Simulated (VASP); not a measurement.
Given:

```
Gd
1.0
    1.79404    -3.10737     0.00000
    1.79404     3.10737     0.00000
    0.00000     0.00000     5.61741
Gd
2
Direct
  0.33333   0.66667   0.25000
  0.66667   0.33333   0.75000
```

The numbers are results of MS2 meta-GGA, VASP's PBE PAW potentials (set 64) (plane waves; VASP), not measurements. Run with 520 eV cut-off, 11×11×6 Γ-centred mesh, first-order Methfessel-Paxton smearing of 0.10 eV, potentials Gd_3.

The 4f electrons are frozen in the core of the lanthanide potential, so 4f levels, which can set the real gap, and their magnetism are missing.

### Question
Predict the energy per atom (σ→0), band gap (on the k-mesh) with the smallest direct gap where there is one.

### Answer

| Item | Value |
|---|---|
| band gap (on the k-mesh) | none (metal, semimetal or under 0.01 eV) |
| energy per atom (σ→0) | 7.778 eV/atom |

Only differences to runs with the same potentials and settings are physical.

The compound is Gd in the hcp structure. It was relaxed first, which changed the volume by -5 %. The start is the result of an earlier pass.
